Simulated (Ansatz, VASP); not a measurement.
# Cross-check of HfC between VASP and Ansatz, part 2 of 2

Aim: how closely do two programs agree when they are given the same cell, functional and k mesh? The cell is taken from a series of runs on this material, whose earlier steps may have relaxed, scaled, displaced or heated it; both programs get it as it stands.

VASP 6.6.1 and Ansatz 0.2.0.

So far: The starting structure; Ansatz: zone-centre phonons, PBEsol.

### Step 3. VASP: zone-centre phonons, PBEsol

Level of this step: PBEsol; plane waves and PAW (C, Hf_pv) (VASP).

The same cell, functional, mesh and smearing now go to VASP, with its own data sets.

Lines of VASP's logs that name or quote its potential files are left out, and so is its time.

File INCAR:

```
SYSTEM = HfC
PREC = Accurate
ENCUT = 600
EDIFF = 1E-08
NELM = 120
ISMEAR = 1
SIGMA = 0.2
LREAL = .FALSE.
ALGO = Normal
GGA = PS
NBANDS = 13
LASPH = .TRUE.
LORBIT = 11
LWAVE = .FALSE.
LCHARG = .FALSE.
ISIF = 2
IBRION = 8
GGA_COMPAT = .FALSE.
KPAR = 2
```

File POSCAR:

```
HfC
1.0
    0.0000000000      2.3074074422      2.2805442698
    2.3074074422      0.0000000000      2.2805442698
    2.3074074422      2.3074074422      0.0000000000
C Hf
1 1
Direct
    0.0000000000      0.0000000000      0.0000000000
    0.5000000000      0.5000000000      0.5000000000
```

File KPOINTS:

```
Automatic mesh
0
Gamma
16 16 16
0 0 0
```

Potentials, in the order of the species: C and Hf_pv (PBE family, release 64).

Command:

```bash
$ mpirun -np 2 vasp_std
```

Numbers of over 12 decimals in the logs are rounded to 6 here.

Output:

```text
[banner, memory and clock lines left out]
running    2 mpi-ranks, on    1 nodes
 distrk:  each k-point on    1 cores,    2 groups
 distr:  one band on    1 cores,    1 groups

 POSCAR found type information on POSCAR C Hf
 POSCAR found :  2 types and       2 ions
|                                                                             |
|               ----> ADVICE to this user running VASP <----                  |
|                                                                             |
|     You enforced a specific xc type in the INCAR file but a different       |
|     [... a line on the potential file left out ...]
|     I HOPE YOU KNOW WHAT YOU ARE DOING!                                     |
|                                                                             |

 LDA part: xc-table for (Slater+PW92), standard interpolation
 POSCAR, INCAR and KPOINTS ok, starting setup
 FFT: planning ... GRIDC
 FFT: planning ... GRID_SOFT
 FFT: planning ... GRID
 WAVECAR not read
 entering main loop
       N       E                     dE             d eps       ncg     rms          rms(c)
DAV:   1     0.252946140174E+02    0.25295E+02   -0.85589E+03  9082   0.118E+03
DAV:   2    -0.233288460175E+02   -0.48623E+02   -0.45687E+02 11289   0.223E+02
DAV:   3    -0.250575590099E+02   -0.17287E+01   -0.17185E+01 11383   0.301E+01
DAV:   4    -0.250669497405E+02   -0.93907E-02   -0.93892E-02 10100   0.264E+00
DAV:   5    -0.250670123170E+02   -0.62577E-04   -0.62576E-04 11339   0.198E-01    0.616E+01
DAV:   6    -0.222617125012E+02    0.28053E+01   -0.12028E+01 10449   0.186E+01    0.434E+01
DAV:   7    -0.222087205088E+02    0.52992E-01   -0.51798E-01 10414   0.525E+00    0.239E+01
DAV:   8    -0.221974626834E+02    0.11258E-01   -0.52292E-02 11009   0.185E+00    0.479E+00
DAV:   9    -0.221928887797E+02    0.45739E-02   -0.21176E-02 10774   0.805E-01    0.187E+00
DAV:  10    -0.221924870642E+02    0.40172E-03   -0.16224E-03 10949   0.297E-01    0.687E-02
DAV:  11    -0.221924836771E+02    0.33871E-05   -0.75712E-05 10579   0.809E-02    0.162E-02
DAV:  12    -0.221924831344E+02    0.54272E-06   -0.29436E-06 11359   0.142E-02    0.940E-03
DAV:  13    -0.221924829945E+02    0.13992E-06   -0.23950E-07 11056   0.350E-03    0.193E-03
DAV:  14    -0.221924829785E+02    0.15988E-07   -0.18347E-08  9193   0.112E-03    0.110E-03
DAV:  15    -0.221924829923E+02   -0.13767E-07   -0.36877E-09  5162   0.540E-04    0.106E-04
DAV:  16    -0.221924829946E+02   -0.22706E-08   -0.46349E-10  4812   0.202E-04
   1 F= -.22192483E+02 E0= -.22192243E+02  d E =-.720334E-03
 Linear response reoptimize wavefunctions to high precision
DAV:   1    -0.221924829927E+02    0.18547E-08   -0.28906E-11  5322   0.486E-05
DAV:   2    -0.221924829927E+02    0.23874E-10   -0.37872E-12  4687   0.162E-05
 Linear response DOF=           4
 Linear response progress:
  Degree of freedom:   1/  4
       N       E                     dE             d eps       ncg     rms          rms(c)
RMM:   1    -0.122542165249E+00   -0.12254E+00    0.30056E-02 35717   0.189E+00
RMM:   2    -0.118724413447E+00    0.38178E-02   -0.32896E-03 25913   0.349E-01    0.414E-01
RMM:   3    -0.119092819113E+00   -0.36841E-03   -0.63666E-04 23602   0.145E-01    0.217E-01
RMM:   4    -0.120023405588E+00   -0.93059E-03   -0.39396E-04 24259   0.111E-01    0.380E-02
RMM:   5    -0.120025021394E+00   -0.16158E-05   -0.10239E-05 26839   0.237E-02    0.113E-02
RMM:   6    -0.120024418046E+00    0.60335E-06   -0.38124E-07 28480   0.420E-03    0.448E-03
RMM:   7    -0.120013912930E+00    0.10505E-04   -0.85457E-08 27443   0.203E-03    0.262E-03
RMM:   8    -0.120016589704E+00   -0.26768E-05   -0.90839E-09 28954   0.669E-04    0.382E-04
RMM:   9    -0.120016163825E+00    0.42588E-06    0.16823E-09 30006   0.120E-04    0.170E-04
RMM:  10    -0.120016158475E+00    0.53499E-08   -0.70413E-09 30999   0.273E-05    0.366E-05
 first order change of Fermi-energy  -0.12864E-02
 force on displaced ion       1 direction 1 :  -8.176   0.000   0.000
 Linear response progress:
  Degree of freedom:   2/  4
       N       E                     dE             d eps       ncg     rms          rms(c)
RMM:   1    -0.123935445985E+00   -0.12394E+00    0.25329E-02 19857   0.192E+00
RMM:   2    -0.119277268579E+00    0.46582E-02   -0.37339E-03 14562   0.365E-01    0.472E-01
RMM:   3    -0.119647325778E+00   -0.37006E-03   -0.70862E-04 13278   0.152E-01    0.249E-01
RMM:   4    -0.120606367811E+00   -0.95904E-03   -0.40997E-04 13514   0.114E-01    0.413E-02
RMM:   5    -0.120605768506E+00    0.59930E-06   -0.11229E-05 14947   0.249E-02    0.120E-02
RMM:   6    -0.120605957981E+00   -0.18947E-06   -0.40096E-07 15844   0.434E-03    0.450E-03
RMM:   7    -0.120594267025E+00    0.11691E-04   -0.99887E-08 15142   0.220E-03    0.260E-03
RMM:   8    -0.120597419613E+00   -0.31526E-05   -0.10478E-08 16144   0.697E-04    0.423E-04
RMM:   9    -0.120596782735E+00    0.63688E-06    0.17754E-09 16777   0.130E-04    0.159E-04
RMM:  10    -0.120596754729E+00    0.28006E-07    0.19080E-09 17111   0.296E-05    0.251E-05
RMM:  11    -0.120596756898E+00   -0.21688E-08   -0.46660E-10 16356   0.873E-06    0.468E-06
 first order change of Fermi-energy   0.19998E-02
 force on displaced ion       1 direction 3 :   0.000   0.000  -9.580
 Linear response progress:
  Degree of freedom:   3/  4
       N       E                     dE             d eps       ncg     rms          rms(c)
RMM:   1    -0.215335051564E+00   -0.21534E+00    0.37110E+00 17999   0.119E+01
RMM:   2    -0.211413842715E+00    0.39212E-02   -0.31161E-02 24925   0.128E+00    0.515E-01
RMM:   3    -0.210694594361E+00    0.71925E-03   -0.94166E-04 31107   0.154E-01    0.211E-01
RMM:   4    -0.210193333485E+00    0.50126E-03   -0.76714E-05 33341   0.542E-02    0.131E-01
RMM:   5    -0.209745506527E+00    0.44783E-03   -0.28276E-05 33072   0.394E-02    0.130E-02
RMM:   6    -0.209737327601E+00    0.81789E-05   -0.23137E-06 33771   0.102E-02    0.574E-03
RMM:   7    -0.209746326964E+00   -0.89994E-05   -0.14611E-08 35717   0.235E-03    0.590E-03
RMM:   8    -0.209746492725E+00   -0.16576E-06   -0.15591E-06 35403   0.549E-04    0.183E-03
RMM:   9    -0.209746881380E+00   -0.38866E-06   -0.19999E-06 37071   0.261E-04    0.674E-05
RMM:  10    -0.209747195341E+00   -0.31396E-06   -0.13102E-06 35758   0.850E-05    0.160E-05
RMM:  11    -0.209747254745E+00   -0.59404E-07   -0.57813E-07 38913   0.304E-05    0.267E-05
RMM:  12    -0.209747268033E+00   -0.13288E-07   -0.29925E-07 35369   0.116E-05    0.197E-05
RMM:  13    -0.209747275925E+00   -0.78925E-08   -0.14133E-07 30511   0.575E-06    0.748E-06
RMM:  14    -0.209747275782E+00    0.14351E-09   -0.84035E-08 24549   0.327E-06    0.714E-06
 first order change of Fermi-energy   0.14843E-02
 force on displaced ion       2 direction 1 :  -8.177   0.000   0.000
 Linear response progress:
  Degree of freedom:   4/  4
       N       E                     dE             d eps       ncg     rms          rms(c)
RMM:   1    -0.214089734175E+00   -0.21409E+00    0.38233E+00 10186   0.120E+01
RMM:   2    -0.210200206256E+00    0.38895E-02   -0.31290E-02 14037   0.129E+00    0.558E-01
RMM:   3    -0.209428314649E+00    0.77189E-03   -0.95098E-04 17354   0.158E-01    0.241E-01
RMM:   4    -0.208886238098E+00    0.54208E-03   -0.84916E-05 18524   0.582E-02    0.142E-01
RMM:   5    -0.208440414257E+00    0.44582E-03   -0.31014E-05 18577   0.406E-02    0.145E-02
RMM:   6    -0.208434389295E+00    0.60250E-05   -0.20483E-06 18676   0.110E-02    0.720E-03
RMM:   7    -0.208441732785E+00   -0.73435E-05    0.51957E-07 19920   0.242E-03    0.690E-03
RMM:   8    -0.208441843884E+00   -0.11110E-06   -0.51281E-06 19717   0.601E-04    0.222E-03
RMM:   9    -0.208442414998E+00   -0.57111E-06   -0.34457E-06 20596   0.284E-04    0.384E-05
RMM:  10    -0.208442750015E+00   -0.33502E-06   -0.22028E-06 19906   0.927E-05    0.144E-05
RMM:  11    -0.208442816699E+00   -0.66683E-07   -0.10463E-06 21635   0.349E-05    0.244E-05
RMM:  12    -0.208442837668E+00   -0.20969E-07   -0.54555E-07 20025   0.149E-05    0.279E-05
RMM:  13    -0.208442847923E+00   -0.10255E-07   -0.27676E-07 17212   0.733E-06    0.980E-06
RMM:  14    -0.208442846768E+00    0.11550E-08   -0.15388E-07 13216   0.415E-06    0.102E-05
RMM:  15    -0.208442850060E+00   -0.32918E-08   -0.79273E-08 12584   0.268E-06    0.295E-07
 first order change of Fermi-energy  -0.17514E-02
 force on displaced ion       2 direction 3 :   0.000   0.000  -9.577
 Linear response finished
```

OUTCAR, selected parts (step 3):

```text
ion  position               nearest neighbor table
   1  0.000  0.000  0.000-   2 2.28   2 2.28   2 2.31   2 2.31   2 2.31   2 2.31
   2  0.500  0.500  0.500-   1 2.28   1 2.28   1 2.31   1 2.31   1 2.31   1 2.31

  LATTYP: Found a body centered tetragonal cell.
 ALAT       =     3.2631668987
 C/A-ratio  =     1.3977490828

 Subroutine GETGRP returns: Found 16 space group operations
 (whereof 16 operations were pure point group operations)

The static configuration has the point symmetry D_4h.

 Found    349 irreducible k-points:

   k-points           NKPTS =    349   k-points in BZ     NKDIM =    349   number of bands    NBANDS=     13

   dimension x,y,z NGX =    28 NGY =   28 NGZ =   28
   dimension x,y,z NGXF=    56 NGYF=   56 NGZF=   56

   ENCUT  =  600.0 eV  44.10 Ry    6.64 a.u.   6.48  6.48  6.52*2*pi/ulx,y,z

   NELECT =      14.0000    total number of electrons

 k-points in reciprocal lattice and weights: Automatic mesh
   0.00000000  0.00000000  0.00000000       0.000
   0.06250000  0.00000000  0.00000000       0.002
   0.12500000  0.00000000  0.00000000       0.002
   0.18750000  0.00000000  0.00000000       0.002
   0.25000000  0.00000000  0.00000000       0.002
   0.31250000  0.00000000  0.00000000       0.002
   0.37500000  0.00000000  0.00000000       0.002
   0.43750000  0.00000000  0.00000000       0.002
   0.50000000  0.00000000  0.00000000       0.001
[...]
-0.31250000  0.18750000  0.50000000       0.001
  -0.25000000  0.25000000  0.50000000       0.000

 average (electrostatic) potential at core
       1 -47.5860       2 -34.8174

  Total       -0.0615434     -0.0615434      0.7500203      0.0000000     -0.0000000      0.0000000
  in kB       -4.0604564     -4.0604564     49.4841938      0.0000000     -0.0000000      0.0000000
  external PRESSURE =      13.7877603 kB  Pullay stress =       0.0000000 kB

  energy-cutoff  :      600.00
  volume of cell :       24.28
      direct lattice vectors                 reciprocal lattice vectors
     0.000000000  2.307407442  2.280544270    -0.216693416  0.216693416  0.219245908
     2.307407442  0.000000000  2.280544270     0.216693416 -0.216693416  0.219245908
     2.307407442  2.307407442  0.000000000     0.216693416  0.216693416 -0.219245908

 POSITION                                       TOTAL-FORCE (eV/Angst)
 -----------------------------------------------------------------------------------
      0.00000      0.00000      0.00000         0.000000      0.000000      0.000000
      2.30741      2.30741      2.28054        -0.000000     -0.000000      0.000000
 -----------------------------------------------------------------------------------
    total drift:                                0.000000      0.000000      0.000000

 Eigenvectors and eigenvalues of the dynamical matrix
 ----------------------------------------------------

   1 f  =   14.424075 THz    90.629134 2PiTHz  481.135339 cm-1    59.653152 meV
             X         Y         Z           dx          dy          dz
      0.000000  0.000000  0.000000     0.000000    0.000000    0.967971
      2.307407  2.307407  2.280544     0.000000    0.000000   -0.251062

   2 f  =   13.324878 THz    83.722679 2PiTHz  444.470097 cm-1    55.107244 meV
             X         Y         Z           dx          dy          dz
      0.000000  0.000000  0.000000     0.967957    0.000000    0.000000
      2.307407  2.307407  2.280544    -0.251116    0.000000    0.000000

   3 f  =   13.324878 THz    83.722679 2PiTHz  444.470097 cm-1    55.107244 meV
             X         Y         Z           dx          dy          dz
      0.000000  0.000000  0.000000     0.000000    0.967957    0.000000
      2.307407  2.307407  2.280544     0.000000   -0.251116    0.000000

   4 f/i=    0.000272 THz     0.001707 2PiTHz    0.009060 cm-1     0.001123 meV
             X         Y         Z           dx          dy          dz
      0.000000  0.000000  0.000000    -0.251116    0.000000    0.000000
      2.307407  2.307407  2.280544    -0.967957    0.000000    0.000000

   5 f/i=    0.000272 THz     0.001707 2PiTHz    0.009060 cm-1     0.001123 meV
             X         Y         Z           dx          dy          dz
      0.000000  0.000000  0.000000     0.000000   -0.251116    0.000000
      2.307407  2.307407  2.280544     0.000000   -0.967957    0.000000

   6 f/i=    0.000510 THz     0.003204 2PiTHz    0.017007 cm-1     0.002109 meV
             X         Y         Z           dx          dy          dz
      0.000000  0.000000  0.000000     0.000000    0.000000   -0.251062
      2.307407  2.307407  2.280544     0.000000    0.000000   -0.967971

 ELASTIC MODULI CONTR FROM IONIC RELAXATION (kBar)
 Direction    XX          YY          ZZ          XY          YZ          ZX
 --------------------------------------------------------------------------------
 XX           0.0000      0.0000      0.0000      0.0000      0.0000      0.0000
 YY           0.0000      0.0000      0.0000      0.0000      0.0000      0.0000
 ZZ           0.0000      0.0000      0.0000      0.0000      0.0000      0.0000
 XY           0.0000      0.0000      0.0000      0.0000      0.0000      0.0000
 YZ           0.0000      0.0000      0.0000      0.0000      0.0000      0.0000
 ZX           0.0000      0.0000      0.0000      0.0000      0.0000      0.0000
 --------------------------------------------------------------------------------
```

Harder data sets than Hf_pv exist (the GW ones), and pressures, volumes and forces can shift noticeably with them.

### Step 4. Comparison

Known differences besides the potentials themselves: the data sets hold 30 valence electrons in Ansatz (on its PAW soft_1 files) and 14 in VASP; the cutoff is 420 eV in Ansatz and 600 eV in VASP; Ansatz makes its cores anew for this functional, VASP keeps those of its PBE data sets. Total energies have different zeros and are not compared.

Compared:

```csv
quantity,Ansatz,VASP,difference
optical mode 1 to 2 (cm⁻¹),447.0,444.5,+0.58 %
optical mode 3 (cm⁻¹),482.6,481.1,+0.31 %
```

Modes are paired by rising frequency, not by their patterns, so a pair may set unlike modes beside each other; they are those without the splitting of longitudinal modes.

### Step 5. Results

| Quantity | Value |
| --- | --- |
| r.m.s. difference of the optical zone-centre modes, each program's sorted by frequency (zone-centre phonons, PBEsol) | 2.3 cm⁻¹ |
| difference in optical mode 1 to 2 (zone-centre phonons, PBEsol) | +0.6 % |

The r.m.s. difference of the optical zone-centre modes, each program's sorted by frequency is 2.3 cm⁻¹ (zone-centre phonons, PBEsol). The data sets hold unlike numbers of valence electrons (30 in Ansatz and 14 in VASP), so part of the differences comes from the potentials. Among the rows given in per cent, the largest difference of the zone-centre phonons, PBEsol pair is in optical mode 1 to 2, +0.6 %. Such differences can come from data sets, numerical settings and the points named under the comparisons, not from the functional's error against experiment.

[Lines on the potential files, build, host, timing and source positions are cut from VASP's logs without a mark.]

[Logs are printed without paths, hosts, clocks, repeated set-up lines and the standing remarks that a program may print on its own settings, such as how far it seeks lower states.]

[Hosts, paths, dates, database ids (printed as entryN), source tags and the programs' standing remarks are cut or masked in the printed files.]
